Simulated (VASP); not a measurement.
VASP input:

POSCAR:
```
Bi2Te3
1
    2.1547220000     1.2440290000    10.4879230000
   -2.1547220000     1.2440290000    10.4879230000
    0.0000000000    -2.4880590000    10.4879230000
Bi Te
2 3
Direct
  0.6031700000   0.6031700000   0.6031700000
  0.3968300000   0.3968300000   0.3968300000
  0.7831930000   0.7831930000   0.7831930000
  0.2168070000   0.2168070000   0.2168070000
  0.0000000000   0.0000000000   0.0000000000
```

**KPOINTS**
```
Automatic
0
gamma
 8 8 8
```

### INCAR
```
# general
SYSTEM =Bi2Te3
PREC   =Accurate
ENCUT  =210
LREAL  =.FALSE.
LASPH  =.TRUE.

# electronic loop
EDIFF  =1E-03
NELM   =100
ALGO   =Normal
LMAXMIX=4

# smearing
ISMEAR =-1
SIGMA  =0.05

# ions
ISIF   =2

# output
LWAVE  =.FALSE.
LCHARG =.FALSE.
```

POTCAR, in this order: Bi_d Te (LDA.64 set). Program: vasp_std.

Q: Translate this LDA calculation to Ansatz.

A: One equivalent input (not run):
Ansatz 0.2 input:
```yaml
crystal:
  lattice:
    - [2.1547220, 1.2440290, 10.4879230]
    - [-2.1547220, 1.2440290, 10.4879230]
    - [0.0000000, -2.4880590, 10.4879230]
  atoms:
    - { symbol: Bi, position: [0.6031700, 0.6031700, 0.6031700] }
    - { symbol: Bi, position: [0.3968300, 0.3968300, 0.3968300] }
    - { symbol: Te, position: [0.7831930, 0.7831930, 0.7831930] }
    - { symbol: Te, position: [0.2168070, 0.2168070, 0.2168070] }
    - { symbol: Te, position: [0.0000000, 0.0000000, 0.0000000] }
kpoints:
  mp_grid: { grid: [8, 8, 8] }
hamiltonian:
  xc: lda
  pseudopotentials: { kind: paw }
scf:
  occupations: { method: fermi_dirac, width: 0.05 }
  max_iter: 100
output: { forces: true, stress: true, eigenvalues: true }
```
What does not carry over: each code has its own PAW files, so the cut-off isn't converted (ENCUT is set for VASP's; basis.ecutwfc is left out, and Ansatz then takes the one that its files recommend); Ansatz stops its SCF on the density residual and VASP on the energy change (EDIFF); Ansatz's lda is the Perdew-Wang form, while the LDA potentials of VASP carry Perdew-Zunger's.

The structure comes from a computed database's Bi2Te3 entry; how it stands against other phases isn't given here. The cell was not relaxed at this level. The run is one of a series of settings (EDIFF = 1E-03, ENCUT = 210, KPOINTS 8×8×8 Γ-centred mesh against the base run), some of them coarse on purpose.
